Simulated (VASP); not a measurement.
```yaml
crystal:
  lattice:
    - [0.00000, 2.70339, 2.70339]
    - [2.70339, 0.00000, 2.70339]
    - [2.70339, 2.70339, 0.00000]
  atoms:
    - { symbol: Si, position: [0.25000, 0.25000, 0.25000] }
    - { symbol: Si, position: [0.75000, 0.75000, 0.75000] }
    - { symbol: Ni, position: [0.00000, 0.00000, 0.00000] }
```

The numbers are results of PW91 GGA, VASP's PBE PAW potentials (set 64) (plane waves; VASP 6.6.1), not measurements. Run with 520 eV cut-off, 10×10×10 Γ-centred mesh, first-order Methfessel-Paxton smearing of 0.10 eV, potentials Si Ni.

Q: Give the stress tensor in GPa (positive for a compressed cell).

A: 
```
3.87  0.00  0.00
0.00  3.87  0.00
0.00  0.00  3.87
```
The pressure is its mean diagonal, 3.87 GPa.

The compound is NiSi2 in the fluorite structure. This cell is one point of a volume scan, at 0.97 of the reference volume. The run is not spin-polarised, so no magnetic state was tried.
